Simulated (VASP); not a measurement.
Method: PBEsol GGA, VASP's PBE PAW potentials (set 64) (plane waves; VASP).

VASP input:

File POSCAR:
```
PdF4
1
    0.0000000000     4.7043595615     2.8693503647
    4.5966002825     0.0000000000     2.8693503647
    4.5966002825     4.7043595615     0.0000000000
Pd F
2 8
Direct
  0.2604752292   0.2604752292   0.7395247708
  0.5104752292   0.5104752292   0.9895247708
  0.7128403085   0.7505050829   0.9722420089
  0.7505050829   0.7128403085   0.5644125997
  0.6855874003   0.2777579911   0.4994949171
  0.2777579911   0.6855874003   0.5371596915
  0.7953785675   0.2038008120   0.0184353719
  0.2038008120   0.7953785675   0.9823852487
  0.2676147513   0.2315646281   0.0461991880
  0.2315646281   0.2676147513   0.4546214325
```

### INCAR
```
ISMEAR  =  0
EDIFF  =  1E-6   ! SCF stop (eV)
LASPH  =  .True.   ! aspherical one-centre terms
LMAXMIX  =  4
PREC  =  Accurate
SIGMA  =  0.05   ! width (eV)
ENCUT  =  520   ! plane-wave cut-off (eV)
IBRION  =  2
ALGO  =  Normal
LCHARG  =  .False.
NELM  =  100   ! most electronic steps
LWAVE  =  .False.
GGA  =  PS   ! PBEsol
LREAL  =  .False.   ! projection in real space or not
NSW  =  60   ! most ionic steps
ISIF  =  3   ! ions, shape and volume
EDIFFG  =  -0.02
SYSTEM  =  PdF4
```

KPOINTS:
```
kpoints
0
Gamma
5 5 5
0 0 0
```

POTCAR, in this order: Pd F (PBE.64 set). Program: vasp_std.

Q: What does the run give for the energy per atom (σ→0), volume per atom?

A: 
```json
{
  "energy per atom (σ→0)": "-3.934 eV/atom",
  "volume_per_atom": "12.52 Å³/atom"
}
```

OSZICAR:
```
...
DAV:   2    -0.393418197655E+02    0.15832E-01   -0.10980E-01  2450   0.207E+00    0.559E-01
DAV:   3    -0.393378371208E+02    0.39826E-02   -0.91236E-03  2655   0.577E-01    0.193E-01
DAV:   4    -0.393374497026E+02    0.38742E-03   -0.69866E-04  2765   0.256E-01    0.124E-01
DAV:   5    -0.393373728712E+02    0.76831E-04   -0.28868E-04  2640   0.176E-01    0.494E-02
DAV:   6    -0.393373685112E+02    0.43599E-05   -0.42634E-05  2685   0.508E-02    0.308E-02
DAV:   7    -0.393373697226E+02   -0.12114E-05   -0.96433E-06  2417   0.236E-02    0.839E-03
DAV:   8    -0.393373695603E+02    0.16230E-06   -0.95206E-07  1475   0.928E-03
   8 F= -.39337370E+02 E0= -.39337370E+02  d E =-.249226E-02
```

The structure comes from a computed database's PdF4 entry (Fdd2); how it stands against other phases isn't given here. This run relaxes it. Symmetry was kept, so distortions that lower it aren't found. The start is the result of an earlier pass.
